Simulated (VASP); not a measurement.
Consider the following.

```yaml
crystal:
  lattice:
    - [0.00000, 2.92987, 2.92987]
    - [2.92987, 0.00000, 2.92987]
    - [2.92987, 2.92987, 0.00000]
  atoms:
    - { symbol: Cd, position: [0.00000, 0.00000, 0.00000] }
    - { symbol: S, position: [0.25000, 0.25000, 0.25000] }
```

Method: vdW-DF-cx, VASP's PBE PAW potentials (set 64) (plane waves; VASP 6.6.1). Run with 520 eV cut-off, 8×8×8 Γ-centred mesh, Gaussian smearing of 0.050 eV, potentials Cd S.

**Question.** Give the energy at these volumes per atom, relative to the lowest: 23.63, 24.38, 25.14, 25.89, 26.64 Å³.

**Answer.** 19.2, 4.6, 0.0, 3.8, 14.8 meV/atom. A third-order Birch-Murnaghan fit gives B0 = 59.4 GPa and B0′ = 4.6.

Measured: a 5.832 Å (computed value off by +0.5 %), as given by arXiv:1206.3780. The calculation is for a static lattice, while the measured a holds thermal and zero-point effects, which are part of the difference.

The compound is CdS in the zinc blende structure, a metastable form; wurtzite is the usual one. It was relaxed first.
